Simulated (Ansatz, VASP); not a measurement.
**MgO (Periclase): VASP beside Ansatz**

One calculation is typed for both programs; each brings its own data sets. How far apart do they land? The cell is taken from a series of runs on this material, whose earlier steps may have relaxed, scaled, displaced or heated it; both programs get it as it stands.

Program: Ansatz 0.2.0. Level of theory: plane waves, with VASP 6.6.1 beside it; zone-centre phonons at PBEsol. Results are calculated unless marked as measured.

**1. Set-up**

It takes space group Fm-3m (No. 225, cubic). Conventional cell: a = 4.238 Å, b = 4.238 Å, c = 4.238 Å, α = 90.00°, β = 90.00°, γ = 90.00°. Nearest to Mg lie 6 O at 2.12 Å. Nearest to O lie 6 Mg at 2.12 Å. Farther neighbours and most contacts between anions are not listed.

Structure file:

```cif
data_structure
_symmetry_space_group_name_H-M 'Fm-3m'
_symmetry_Int_Tables_number 225
_cell_length_a 4.2380
_cell_length_b 4.2380
_cell_length_c 4.2380
_cell_angle_alpha 90.000
_cell_angle_beta 90.000
_cell_angle_gamma 90.000
_cell_volume 76.12
loop_
_atom_site_label
_atom_site_type_symbol
_atom_site_symmetry_multiplicity
_atom_site_Wyckoff_symbol
_atom_site_fract_x
_atom_site_fract_y
_atom_site_fract_z
_atom_site_occupancy
Mg1 Mg 4 a 0.00000 0.00000 0.00000 1
O1 O 4 b 0.50000 0.00000 0.00000 1
```

**2. VASP: zone-centre phonons, PBEsol**

Second derivatives magnify differences that forces hide, and they need a tight electronic threshold.

Lines of VASP's logs that name or quote its potential files are left out, and so is its time.

INCAR

```
SYSTEM = MgO
PREC = Accurate
ENCUT = 600
EDIFF = 1E-08
NELM = 120
ISMEAR = 0
SIGMA = 0.01
LREAL = .FALSE.
ALGO = Normal
GGA = PS
NBANDS = 10
LORBIT = 11
LWAVE = .FALSE.
LCHARG = .FALSE.
ISIF = 2
IBRION = 8
LEPSILON = .TRUE.
LASPH = .TRUE.
GGA_COMPAT = .FALSE.
EFERMI = MIDGAP
KPAR = 2
```

POSCAR

```
MgO
1.0
    0.0000000000      2.1189902224      2.1189902224
    2.1189902224      0.0000000000      2.1189902224
    2.1189902224      2.1189902224      0.0000000000
Mg O
1 1
Direct
    0.0000000000      0.0000000000      0.0000000000
    0.5000000000      0.5000000000      0.5000000000
```

KPOINTS

```
Automatic mesh
0
Gamma
12 12 12
0 0 0
```

The projector-augmented-wave data sets are Mg and O (PBE family, release 64).

Launch:

```bash
mpirun -np 2 vasp_std
```

Numbers of over 12 decimals in the logs are rounded to 6 here.

The program printed:

```text
[banner, memory and clock lines left out]
running    2 mpi-ranks, on    1 nodes
 distrk:  each k-point on    1 cores,    2 groups
 distr:  one band on    1 cores,    1 groups

 POSCAR found type information on POSCAR MgO
 POSCAR found :  2 types and       2 ions
|                                                                             |
|               ----> ADVICE to this user running VASP <----                  |
|                                                                             |
|     You enforced a specific xc type in the INCAR file but a different       |
|     [... a line on the potential file left out ...]
|     I HOPE YOU KNOW WHAT YOU ARE DOING!                                     |
|                                                                             |

 LDA part: xc-table for (Slater+PW92), standard interpolation
 POSCAR, INCAR and KPOINTS ok, starting setup
 FFT: planning ... GRIDC
 FFT: planning ... GRID_SOFT
 FFT: planning ... GRID
 WAVECAR not read
 entering main loop
       N       E                     dE             d eps       ncg     rms          rms(c)
DAV:   1     0.177484446727E+02    0.17748E+02   -0.50455E+03  1648   0.807E+02
DAV:   2    -0.131423534239E+02   -0.30891E+02   -0.30137E+02  1608   0.151E+02
DAV:   3    -0.138907541158E+02   -0.74840E+00   -0.74777E+00  1692   0.213E+01
DAV:   4    -0.138927161269E+02   -0.19620E-02   -0.19620E-02  1626   0.118E+00
DAV:   5    -0.138927223615E+02   -0.62345E-05   -0.62345E-05  1616   0.649E-02    0.664E+00
DAV:   6    -0.125508216449E+02    0.13419E+01   -0.79963E+00  1468   0.166E+01    0.224E+00
DAV:   7    -0.125260747725E+02    0.24747E-01   -0.50737E-02  1542   0.224E+00    0.130E+00
DAV:   8    -0.125123651852E+02    0.13710E-01   -0.24204E-02  1468   0.193E+00    0.205E-01
DAV:   9    -0.125121538947E+02    0.21129E-03   -0.24596E-04  1664   0.123E-01    0.138E-01
DAV:  10    -0.125120822754E+02    0.71619E-04   -0.39607E-04  1532   0.167E-01    0.639E-03
DAV:  11    -0.125120831426E+02   -0.86718E-06   -0.42643E-06  1540   0.156E-02    0.335E-03
DAV:  12    -0.125120837345E+02   -0.59191E-06   -0.10833E-07  1586   0.398E-03    0.461E-04
DAV:  13    -0.125120837997E+02   -0.65252E-07   -0.12451E-08   914   0.878E-04    0.535E-05
DAV:  14    -0.125120837886E+02    0.11111E-07   -0.18499E-10   784   0.136E-04    0.231E-05
DAV:  15    -0.125120837893E+02   -0.70850E-09   -0.69382E-11   780   0.574E-05
   1 F= -.12512084E+02 E0= -.12512084E+02  d E =0.000000E+00
 Linear response reoptimize wavefunctions to high precision
DAV:   1    -0.125120837893E+02    0.73385E-10   -0.23549E-12   836   0.126E-05
 Linear response G [H, r] |phi>, progress :
  Direction:   1
       N       E                     dE             d eps       ncg     rms
RMM:   1    -0.320979469368E+02   -0.32098E+02    0.12813E+01  3202   0.504E+01
RMM:   2    -0.303995906935E+02    0.16984E+01   -0.66337E-01  2295   0.677E+00
RMM:   3    -0.304026567218E+02   -0.30660E-02   -0.49438E-03  2410   0.439E-01
RMM:   4    -0.304027166155E+02   -0.59894E-04   -0.43567E-05  2578   0.346E-02
RMM:   5    -0.304027169274E+02   -0.31191E-06   -0.23756E-07  2632   0.286E-03
RMM:   6    -0.304027169308E+02   -0.33789E-08    0.15404E-08  2452   0.280E-04
 Linear response G [H, r] |phi>, progress :
  Direction:   2
       N       E                     dE             d eps       ncg     rms
RMM:   1    -0.306038329501E+02   -0.30604E+02    0.15739E+01  3163   0.499E+01
RMM:   2    -0.302292141694E+02    0.37462E+00   -0.71545E-01  2294   0.707E+00
RMM:   3    -0.302328443167E+02   -0.36301E-02   -0.53515E-03  2407   0.458E-01
RMM:   4    -0.302329074296E+02   -0.63113E-04   -0.46597E-05  2566   0.360E-02
RMM:   5    -0.302329077595E+02   -0.32988E-06   -0.28735E-07  2626   0.305E-03
RMM:   6    -0.302329077631E+02   -0.36003E-08   -0.15015E-08  2461   0.305E-04
 Linear response G [H, r] |phi>, progress :
  Direction:   3
       N       E                     dE             d eps       ncg     rms
RMM:   1    -0.272584322060E+02   -0.27258E+02    0.57913E+01  3063   0.492E+01
RMM:   2    -0.257129103762E+02    0.15455E+01   -0.49539E-01  2263   0.574E+00
RMM:   3    -0.257144308603E+02   -0.15205E-02   -0.26831E-03  2355   0.340E-01
RMM:   4    -0.257144642112E+02   -0.33351E-04   -0.41775E-05  2480   0.303E-02
RMM:   5    -0.257144646180E+02   -0.40673E-06   -0.24656E-07  2506   0.265E-03
RMM:   6    -0.257144646260E+02   -0.79968E-08    0.20183E-09  2254   0.261E-04
 Linear response to external field (no local field effect), progress :
  Direction:   1
       N       E                     dE             d eps       ncg     rms          rms(c)
RMM:   1    -0.135542304875E+00   -0.13554E+00   -0.42975E-01  3221   0.180E+00
RMM:   2    -0.136130487779E+00   -0.58818E-03   -0.10083E-03  2264   0.222E-01
RMM:   3    -0.136134623290E+00   -0.41355E-05   -0.30956E-06  2350   0.125E-02
RMM:   4    -0.136134640892E+00   -0.17602E-07   -0.16816E-08  2368   0.946E-04
RMM:   5    -0.136134640998E+00   -0.10653E-09   -0.11626E-10  1916   0.811E-05
 change of polarisation eV/A/(eV/A) component  1 :     0.272     0.088     0.025
 dielectric tensor                  component  1 :     3.589     0.839     0.241
 Linear response to external field (no local field effect), progress :
  Direction:   2
[...]
RMM:   5    -0.138435087347E+00   -0.17892E-09   -0.14908E-10  1948   0.915E-05
 change of polarisation eV/A/(eV/A) component  2 :     0.088     0.277    -0.043
 dielectric tensor                  component  2 :     0.839     3.633    -0.407
 Linear response to external field (no local field effect), progress :
  Direction:   3
       N       E                     dE             d eps       ncg     rms          rms(c)
RMM:   1    -0.840169067265E-01   -0.84017E-01   -0.22273E-01  3102   0.139E+00
RMM:   2    -0.846429950172E-01   -0.62609E-03   -0.61514E-04  2258   0.165E-01
RMM:   3    -0.846452334970E-01   -0.22385E-05   -0.20493E-06  2317   0.949E-03
RMM:   4    -0.846452453110E-01   -0.11814E-07   -0.11900E-08  2255   0.737E-04
RMM:   5    -0.846452453720E-01   -0.60919E-10   -0.10692E-10  1768   0.658E-05
 change of polarisation eV/A/(eV/A) component  3 :     0.025    -0.043     0.169
 dielectric tensor                  component  3 :     0.241    -0.407     2.610
 Linear response to external field, progress :
  Direction:   1
       N       E                     dE             d eps       ncg     rms          rms(c)
RMM:   1    -0.119189754420E+00   -0.11919E+00   -0.36746E-01  7106   0.166E+00
RMM:   2    -0.119734266113E+00   -0.54451E-03   -0.90436E-04  5089   0.203E-01    0.542E-01
RMM:   3    -0.118101804659E+00    0.16325E-02   -0.11054E-03  5080   0.267E-01    0.325E-01
RMM:   4    -0.124778487830E+00   -0.66767E-02   -0.20372E-03  5055   0.382E-01    0.298E-02
RMM:   5    -0.125398622578E+00   -0.62013E-03   -0.23787E-05  5317   0.450E-02    0.591E-03
RMM:   6    -0.125472962928E+00   -0.74340E-04   -0.21567E-07  5431   0.427E-03    0.243E-03
RMM:   7    -0.125498601228E+00   -0.25638E-04   -0.71279E-08  5418   0.228E-03    0.128E-04
RMM:   8    -0.125499598025E+00   -0.99680E-06   -0.59019E-10  5010   0.193E-04    0.523E-05
RMM:   9    -0.125499821462E+00   -0.22344E-06   -0.57145E-11  4443   0.783E-05    0.889E-06
 change of polarisation eV/A/(eV/A) component  1 :     0.230     0.048     0.017
 dielectric tensor                  component  1 :     3.190     0.458     0.165
 Linear response to external field, progress :
  Direction:   2
       N       E                     dE             d eps       ncg     rms          rms(c)
RMM:   1    -0.119102227055E+00   -0.11910E+00   -0.36659E-01  7110   0.166E+00
RMM:   2    -0.119734266517E+00   -0.63204E-03   -0.91241E-04  5093   0.205E-01    0.542E-01
RMM:   3    -0.118104466836E+00    0.16298E-02   -0.11065E-03  5079   0.267E-01    0.325E-01
RMM:   4    -0.124778669768E+00   -0.66742E-02   -0.20394E-03  5056   0.382E-01    0.298E-02
RMM:   5    -0.125398399607E+00   -0.61973E-03   -0.23756E-05  5316   0.450E-02    0.590E-03
RMM:   6    -0.125473186531E+00   -0.74787E-04   -0.21659E-07  5434   0.428E-03    0.242E-03
RMM:   7    -0.125498608121E+00   -0.25422E-04   -0.71040E-08  5425   0.227E-03    0.130E-04
RMM:   8    -0.125499640563E+00   -0.10324E-05   -0.64593E-10  5044   0.201E-04    0.535E-05
RMM:   9    -0.125499816407E+00   -0.17584E-06   -0.58927E-11  4428   0.785E-05    0.832E-06
 change of polarisation eV/A/(eV/A) component  2 :     0.037     0.230    -0.003
 dielectric tensor                  component  2 :     0.351     3.190    -0.033
 Linear response to external field, progress :
  Direction:   3
       N       E                     dE             d eps       ncg     rms          rms(c)
RMM:   1    -0.119124560535E+00   -0.11912E+00   -0.36681E-01  7095   0.166E+00
RMM:   2    -0.119734256596E+00   -0.60970E-03   -0.91111E-04  5083   0.205E-01    0.542E-01
RMM:   3    -0.118104702002E+00    0.16296E-02   -0.11065E-03  5080   0.267E-01    0.325E-01
RMM:   4    -0.124778593298E+00   -0.66739E-02   -0.20391E-03  5046   0.382E-01    0.298E-02
RMM:   5    -0.125398409442E+00   -0.61982E-03   -0.23768E-05  5322   0.450E-02    0.590E-03
RMM:   6    -0.125473168322E+00   -0.74759E-04   -0.21672E-07  5432   0.428E-03    0.242E-03
RMM:   7    -0.125498607913E+00   -0.25440E-04   -0.71095E-08  5411   0.228E-03    0.130E-04
RMM:   8    -0.125499639060E+00   -0.10311E-05   -0.67185E-10  5050   0.201E-04    0.534E-05
RMM:   9    -0.125499815144E+00   -0.17608E-06   -0.82264E-11  4440   0.785E-05    0.832E-06
 change of polarisation eV/A/(eV/A) component  3 :     0.005     0.026     0.230
 dielectric tensor                  component  3 :     0.044     0.248     3.190
 Linear response DOF=           2
 Linear response progress:
  Degree of freedom:   1/  2
       N       E                     dE             d eps       ncg     rms          rms(c)
RMM:   1    -0.193923130196E-02   -0.19392E-02   -0.16263E-04  6720   0.513E-01
RMM:   2    -0.188572460146E-02    0.53507E-04   -0.16359E-04  4950   0.860E-02    0.328E-02
RMM:   3    -0.186442781477E-02    0.21297E-04   -0.14899E-05  5191   0.275E-02    0.173E-02
RMM:   4    -0.186696657402E-02   -0.25388E-05   -0.13133E-05  5183   0.256E-02    0.324E-03
RMM:   5    -0.186831104961E-02   -0.13445E-05   -0.22200E-07  5223   0.387E-03    0.350E-04
RMM:   6    -0.186843814957E-02   -0.12710E-06   -0.17283E-09  5258   0.355E-04    0.152E-04
RMM:   7    -0.186843729715E-02    0.85243E-09   -0.54663E-10  5310   0.220E-04    0.196E-05
 first order change of Fermi-energy   0.60054E-04
 force on displaced ion       1 direction 1 :  -4.951   0.000   0.000
 Born effective charge ion    1 direction 1 :   1.973   0.000   0.000
 Linear response progress:
  Degree of freedom:   2/  2
       N       E                     dE             d eps       ncg     rms          rms(c)
RMM:   1    -0.354026093062E+00   -0.35403E+00    0.38785E-01  5877   0.426E+00
RMM:   2    -0.354443265627E+00   -0.41717E-03   -0.17033E-03  5156   0.338E-01    0.124E-01
RMM:   3    -0.355859816512E+00   -0.14166E-02   -0.30642E-04  4954   0.129E-01    0.685E-02
RMM:   4    -0.357968685392E+00   -0.21089E-02   -0.32148E-04  4671   0.137E-01    0.183E-02
RMM:   5    -0.357974934676E+00   -0.62493E-05   -0.44886E-06  5324   0.216E-02    0.159E-03
RMM:   6    -0.357968737318E+00    0.61974E-05   -0.51062E-08  5676   0.195E-03    0.921E-04
RMM:   7    -0.357960194965E+00    0.85424E-05   -0.66912E-09  5500   0.823E-04    0.820E-05
RMM:   8    -0.357960200306E+00   -0.53408E-08   -0.25544E-11  5534   0.634E-05    0.275E-05
 first order change of Fermi-energy   0.14226E-02
 force on displaced ion       2 direction 1 :  -4.969   0.000   0.000
 Born effective charge ion    2 direction 1 :  -1.974   0.000   0.000
 Born effective charges drift removed
 Linear response finished
```

Parts of OUTCAR (step 2):

```text
ion  position               nearest neighbor table
   1  0.000  0.000  0.000-   2 2.12   2 2.12   2 2.12   2 2.12   2 2.12   2 2.12
   2  0.500  0.500  0.500-   1 2.12   1 2.12   1 2.12   1 2.12   1 2.12   1 2.12

  LATTYP: Found a face centered cubic cell.
 ALAT       =     4.2379804448

 Subroutine GETGRP returns: Found 48 space group operations
 (whereof 48 operations were pure point group operations)

The static configuration has the point symmetry O_h .

 Found     72 irreducible k-points:

   k-points           NKPTS =     72   k-points in BZ     NKDIM =     72   number of bands    NBANDS=     10

   dimension x,y,z NGX =    24 NGY =   24 NGZ =   24
   dimension x,y,z NGXF=    48 NGYF=   48 NGZF=   48

   ENCUT  =  600.0 eV  44.10 Ry    6.64 a.u.   5.99  5.99  5.99*2*pi/ulx,y,z

   NELECT =       8.0000    total number of electrons

 k-points in reciprocal lattice and weights: Automatic mesh
   0.00000000  0.00000000  0.00000000       0.001
   0.08333333  0.00000000  0.00000000       0.005
   0.16666667  0.00000000  0.00000000       0.005
   0.25000000  0.00000000  0.00000000       0.005
   0.33333333  0.00000000  0.00000000       0.005
   0.41666667  0.00000000  0.00000000       0.005
   0.50000000  0.00000000  0.00000000       0.002
   0.08333333  0.08333333  0.00000000       0.003
   0.16666667  0.08333333  0.00000000       0.014
[...]
-0.33333333  0.50000000  0.16666667       0.007
  -0.25000000  0.50000000  0.25000000       0.003

 average (electrostatic) potential at core
       1 -34.8742       2 -69.7042

  Total       -0.3920253     -0.3920253     -0.3920253      0.0000000      0.0000000      0.0000000
  in kB      -33.0071387    -33.0071387    -33.0071387      0.0000000      0.0000000      0.0000000
  external PRESSURE =     -33.0071387 kB  Pullay stress =       0.0000000 kB

  energy-cutoff  :      600.00
  volume of cell :       19.03
      direct lattice vectors                 reciprocal lattice vectors
     0.000000000  2.118990222  2.118990222    -0.235961447  0.235961447  0.235961447
     2.118990222  0.000000000  2.118990222     0.235961447 -0.235961447  0.235961447
     2.118990222  2.118990222  0.000000000     0.235961447  0.235961447 -0.235961447

 POSITION                                       TOTAL-FORCE (eV/Angst)
 -----------------------------------------------------------------------------------
      0.00000      0.00000      0.00000        -0.000000     -0.000000      0.000000
      2.11899      2.11899      2.11899         0.000000      0.000000      0.000000
 -----------------------------------------------------------------------------------
    total drift:                               -0.000000     -0.000000      0.000000

 MACROSCOPIC STATIC DIELECTRIC TENSOR (including local field effects in DFT)
 ------------------------------------------------------
           3.189977    -0.000000     0.000000
          -0.000000     3.189977     0.000000
           0.000000     0.000000     3.189977
 ------------------------------------------------------

 PIEZOELECTRIC TENSOR (including local field effects)  for field in x, y, z        (C/m^2)
          XX          YY          ZZ          XY          YZ          ZX
  --------------------------------------------------------------------------------
  x     0.00000     0.00000     0.00000     0.00000     0.00000     0.00000
  y     0.00000     0.00000     0.00000     0.00000     0.00000     0.00000
  z     0.00000     0.00000     0.00000     0.00000     0.00000     0.00000

 BORN EFFECTIVE CHARGES (including local field effects) (in |e|, cummulative output)
 ---------------------------------------------------------------------------------
 ion    1
    1     1.97355     0.00000     0.00000
    2     0.00000     1.97355     0.00000
    3    -0.00000    -0.00000     1.97355
 ion    2
    1    -1.97355    -0.00000    -0.00000
    2    -0.00000    -1.97355    -0.00000
    3     0.00000     0.00000    -1.97355

 Eigenvectors and eigenvalues of the dynamical matrix
 ----------------------------------------------------

   1 f  =   11.211287 THz    70.442595 2PiTHz  373.968289 cm-1    46.366138 meV
             X         Y         Z           dx          dy          dz
      0.000000  0.000000  0.000000     0.000000    0.629381    0.000000
      2.118990  2.118990  2.118990     0.000000   -0.777097    0.000000

   2 f  =   11.211287 THz    70.442595 2PiTHz  373.968289 cm-1    46.366138 meV
             X         Y         Z           dx          dy          dz
      0.000000  0.000000  0.000000    -0.629381    0.000000    0.000000
      2.118990  2.118990  2.118990     0.777097    0.000000    0.000000

   3 f  =   11.211287 THz    70.442595 2PiTHz  373.968289 cm-1    46.366138 meV
             X         Y         Z           dx          dy          dz
      0.000000  0.000000  0.000000     0.000000    0.000000   -0.629381
      2.118990  2.118990  2.118990     0.000000    0.000000    0.777097

   4 f/i=    0.009764 THz     0.061350 2PiTHz    0.325699 cm-1     0.040382 meV
             X         Y         Z           dx          dy          dz
      0.000000  0.000000  0.000000     0.777097    0.000000    0.000000
      2.118990  2.118990  2.118990     0.629381    0.000000    0.000000

   5 f/i=    0.009764 THz     0.061350 2PiTHz    0.325699 cm-1     0.040382 meV
             X         Y         Z           dx          dy          dz
      0.000000  0.000000  0.000000     0.000000   -0.777097    0.000000
      2.118990  2.118990  2.118990     0.000000   -0.629381    0.000000

   6 f/i=    0.009764 THz     0.061350 2PiTHz    0.325699 cm-1     0.040382 meV
             X         Y         Z           dx          dy          dz
      0.000000  0.000000  0.000000     0.000000    0.000000    0.777097
      2.118990  2.118990  2.118990     0.000000    0.000000    0.629381

 MACROSCOPIC STATIC DIELECTRIC TENSOR IONIC CONTRIBUTION
 ------------------------------------------------------
           7.466884     0.000000    -0.000000
           0.000000     7.466884    -0.000000
          -0.000000    -0.000000     7.466884
 ------------------------------------------------------

 ELASTIC MODULI CONTR FROM IONIC RELAXATION (kBar)
 Direction    XX          YY          ZZ          XY          YZ          ZX
 --------------------------------------------------------------------------------
 XX           0.0000      0.0000      0.0000      0.0000      0.0000      0.0000
 YY           0.0000      0.0000      0.0000      0.0000      0.0000      0.0000
 ZZ           0.0000      0.0000      0.0000      0.0000      0.0000      0.0000
 XY           0.0000      0.0000      0.0000      0.0000      0.0000      0.0000
 YZ           0.0000      0.0000      0.0000      0.0000      0.0000      0.0000
 ZX           0.0000      0.0000      0.0000      0.0000      0.0000      0.0000
 --------------------------------------------------------------------------------

 PIEZOELECTRIC TENSOR IONIC CONTR  for field in x, y, z        (C/m^2)
          XX          YY          ZZ          XY          YZ          ZX
  --------------------------------------------------------------------------------
  x     0.00000     0.00000     0.00000     0.00000     0.00000     0.00000
  y     0.00000     0.00000     0.00000     0.00000     0.00000     0.00000
  z     0.00000     0.00000     0.00000     0.00000     0.00000     0.00000
```

(Part 1 of 2 ends here.)

[Lines on the potential files, build, host, timing and source positions are cut from VASP's logs without a mark.]

[Logs are printed without paths, hosts, clocks, repeated set-up lines and the standing remarks that a program may print on its own settings, such as how far it seeks lower states.]

[Hosts, paths, dates, database ids (printed as entryN), source tags and the programs' standing remarks are cut or masked in the printed files.]
